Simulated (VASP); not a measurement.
Given:

```xyz
72
Lattice="9.6498 0.0000 0.0000 0.0000 9.6498 0.0000 0.0000 0.0000 9.7143" Properties=species:S:1:pos:R:3 pbc="T T T"
Sn     0.0000     0.0000     0.0000
Sn     2.4125     2.4125     1.6191
Sn     0.0000     0.0000     3.2381
Sn     2.4125     2.4125     4.8572
Sn     0.0000     0.0000     6.4762
Sn     2.4125     2.4125     8.0953
Sn     0.0000     4.8249     0.0000
Sn     2.4125     7.2374     1.6191
Sn     0.0000     4.8249     3.2381
Sn     2.3735     7.2001     4.8410
Sn     0.0000     4.8249     6.4762
Sn     2.4125     7.2374     8.0953
Sn     4.8249     0.0000     0.0000
Sn     7.2374     2.4125     1.6191
Sn     4.8249     0.0000     3.2381
Sn     7.2374     2.4125     4.8572
Sn     4.8249     0.0000     6.4762
Sn     7.2374     2.4125     8.0953
Sn     4.8249     4.8249     0.0000
Sn     7.2374     7.2374     1.6191
Sn     4.8726     4.8225     3.2540
Sn     7.2374     7.2374     4.8572
Sn     4.8538     4.8443     6.4380
Sn     7.2374     7.2374     8.0953
O      1.4812     1.4812     0.0000
O      3.8937     0.9312     1.6191
O      0.9312     3.8937     1.6191
O      3.3437     3.3437     0.0000
O      1.4812     1.4812     3.2381
O      3.8937     0.9312     4.8572
O      0.9312     3.8937     4.8572
O      3.3577     3.2962     3.2163
O      1.4812     1.4812     6.4762
O      3.8937     0.9312     8.0953
O      0.9312     3.8937     8.0953
O      3.2939     3.3744     6.4766
O      1.4812     6.3062     0.0000
O      3.9173     5.8028     1.6222
O      0.9312     8.7186     1.6191
O      3.3437     8.1686     0.0000
O      1.4435     6.3268     3.2468
O      0.9312     8.7186     4.8572
O      3.3123     8.1916     3.2853
O      1.4965     6.3058     6.4354
O      3.8443     5.7592     8.0957
O      0.9312     8.7186     8.0953
O      3.3440     8.1442     6.4675
O      6.3062     1.4812     0.0000
O      8.7186     0.9312     1.6191
O      5.7561     3.8937     1.6191
O      8.1686     3.3437     0.0000
O      6.3062     1.4812     3.2381
O      8.7186     0.9312     4.8572
O      5.8040     3.8855     4.8972
O      8.1686     3.3437     3.2381
O      6.3062     1.4812     6.4762
O      8.7186     0.9312     8.0953
O      5.7561     3.8937     8.0953
O      8.1686     3.3437     6.4762
O      6.3062     6.3062     0.0000
O      8.7186     5.7561     1.6191
O      5.7561     8.7186     1.6191
O      8.1686     8.1686     0.0000
O      6.3032     6.3124     3.1955
O      8.7186     5.7561     4.8572
O      5.7561     8.7186     4.8572
O      8.1686     8.1686     3.2381
O      6.2765     6.2969     6.5025
O      8.7186     5.7561     8.0953
O      5.7561     8.7186     8.0953
O      8.1686     8.1686     6.4762
N      3.8723     5.7597     4.8885
```

The numbers are results of PBE GGA, VASP's PBE PAW potentials (set 64) (plane waves; VASP), not measurements. Run with PREC = Normal, LREAL = Auto, ISYM = 0, EDIFF = 1E-5, 400 eV cut-off, 1×1×1 Γ-centred mesh, Gaussian smearing of 0.050 eV, potentials Sn O N. Starting moments (MAGMOM): 72*0.0139. The cell's moment is fixed (NUPDOWN = 1).

At this cut-off the stress carries a Pulay error, which pulls relaxed volumes low. The supercell is sampled at Γ alone, which is coarse: total energies, pressure and levels can be off, energies of defects by several tenths of an eV.

Question: The ions are relaxed. Which structure does the run end with?

Answer: 
```xyz
72
Lattice="9.6498 0.0000 0.0000 0.0000 9.6498 0.0000 0.0000 0.0000 9.7143" Properties=species:S:1:pos:R:3 pbc="T T T"
Sn     0.0045     9.6450     9.7137
Sn     2.4091     2.4114     1.6180
Sn     9.6444     0.0049     3.2310
Sn     2.4076     2.4016     4.8573
Sn     9.6434     0.0071     6.4827
Sn     2.4108     2.4122     8.0978
Sn     9.6466     4.8258     0.0004
Sn     2.4153     7.2354     1.6173
Sn     9.6470     4.8252     3.2354
Sn     2.3763     7.2728     4.8571
Sn     9.6489     4.8217     6.4779
Sn     2.4132     7.2325     8.0970
Sn     4.8220     0.0015     9.7140
Sn     7.2409     2.4067     1.6181
Sn     4.8234     0.0018     3.2360
Sn     7.2409     2.4066     4.8572
Sn     4.8262     9.6492     6.4786
Sn     7.2386     2.4094     8.0979
Sn     4.8207     4.8295     0.0005
Sn     7.2366     7.2405     1.6176
Sn     4.8417     4.8085     3.2237
Sn     7.2483     7.2423     4.8574
Sn     4.8382     4.8118     6.4897
Sn     7.2390     7.2404     8.0975
O      1.4779     1.4781     0.0000
O      3.8908     0.9376     1.6175
O      0.9342     3.8931     1.6181
O      3.3472     3.3445     0.0013
O      1.4735     1.4768     3.2363
O      3.8919     0.9314     4.8587
O      0.9424     3.8974     4.8557
O      3.3449     3.3356     3.2410
O      1.4750     1.4768     6.4788
O      3.8934     0.9390     8.0953
O      0.9309     3.8880     8.0973
O      3.3395     3.3406     6.4737
O      1.4738     6.3056     0.0011
O      3.8947     5.7588     1.6085
O      0.9347     8.7178     1.6175
O      3.3415     8.1754     9.7127
O      1.4580     6.3170     3.2290
O      0.9169     8.7301     4.8577
O      3.3318     8.1923     3.2304
O      1.4581     6.3150     6.4839
O      3.8903     5.7558     8.1072
O      0.9330     8.7160     8.0950
O      3.3379     8.1852     6.4851
O      6.3036     1.4772     0.0007
O      8.7163     0.9324     1.6123
O      5.7639     3.8876     1.6125
O      8.1713     3.3432     0.0007
O      6.3052     1.4736     3.2339
O      8.7154     0.9338     4.8563
O      5.7833     3.8729     4.8589
O      8.1765     3.3403     3.2339
O      6.3069     1.4724     6.4812
O      8.7150     0.9335     8.1021
O      5.7602     3.8872     8.1002
O      8.1788     3.3378     6.4808
O      6.3057     6.3037     9.7137
O      8.7065     5.7540     1.6180
O      5.7566     8.7167     1.6175
O      8.1707     8.1720     0.0007
O      6.3120     6.3079     3.2417
O      8.7164     5.7556     4.8582
O      5.7523     8.7076     4.8563
O      8.1734     8.1755     3.2355
O      6.3068     6.3133     6.4743
O      8.7103     5.7550     8.0949
O      5.7591     8.7167     8.0977
O      8.1738     8.1765     6.4784
N      3.8741     5.7702     4.8554
``` The cell ends with 1.00 μB, on the first 30 sites 0.00 0.00 0.00 0.00 0.00 0.00 0.00 0.00 0.00 -0.01 0.00 0.00 0.00 0.00 0.00 0.00 0.00 0.00 0.00 0.00 -0.01 0.00 -0.01 0.00 0.00 0.00 0.00 0.00 0.00 0.00 μB.

Question: How much energy does the relaxation gain?

Answer: The energy (σ→0) changes by -4.7 meV/atom, in 14 ionic steps.

```json
[
 {"step": "1", "E(σ→0) (eV)": "-448.8722", "max force (eV/Å)": "2.458", "pressure (GPa)": "-4.45", "volume (Å³)": "904.59"},
 {"step": "2", "E(σ→0) (eV)": "-449.0341", "max force (eV/Å)": "2.219", "pressure (GPa)": "-4.53", "volume (Å³)": "904.59"},
 {"step": "3", "E(σ→0) (eV)": "-449.1431", "max force (eV/Å)": "0.452", "pressure (GPa)": "-4.57", "volume (Å³)": "904.59"},
 {"step": "4", "E(σ→0) (eV)": "-449.1860", "max force (eV/Å)": "0.213", "pressure (GPa)": "-4.62", "volume (Å³)": "904.59"},
 {"step": "5", "E(σ→0) (eV)": "-449.1871", "max force (eV/Å)": "0.176", "pressure (GPa)": "-4.61", "volume (Å³)": "904.59"},
 {"step": "6", "E(σ→0) (eV)": "-449.1991", "max force (eV/Å)": "0.130", "pressure (GPa)": "-4.61", "volume (Å³)": "904.59"},
 {"step": "7", "E(σ→0) (eV)": "-449.1992", "max force (eV/Å)": "0.138", "pressure (GPa)": "-4.61", "volume (Å³)": "904.59"},
 {"step": "8", "E(σ→0) (eV)": "-449.2051", "max force (eV/Å)": "0.083", "pressure (GPa)": "-4.61", "volume (Å³)": "904.59"},
 {"step": "9", "E(σ→0) (eV)": "-449.2051", "max force (eV/Å)": "0.083", "pressure (GPa)": "-4.61", "volume (Å³)": "904.59"},
 {"step": "10", "E(σ→0) (eV)": "-449.2085", "max force (eV/Å)": "0.055", "pressure (GPa)": "-4.60", "volume (Å³)": "904.59"},
 {"step": "11", "E(σ→0) (eV)": "-449.2093", "max force (eV/Å)": "0.077", "pressure (GPa)": "-4.60", "volume (Å³)": "904.59"},
 {"step": "12", "E(σ→0) (eV)": "-449.2115", "max force (eV/Å)": "0.038", "pressure (GPa)": "-4.61", "volume (Å³)": "904.59"},
 {"step": "13", "E(σ→0) (eV)": "-449.2116", "max force (eV/Å)": "0.043", "pressure (GPa)": "-4.61", "volume (Å³)": "904.59"},
 {"step": "14", "E(σ→0) (eV)": "-449.2123", "max force (eV/Å)": "0.024", "pressure (GPa)": "-4.61", "volume (Å³)": "904.59"}
]
```

The cell is a supercell with a defect, built from SnO2 (rutile): N_O.
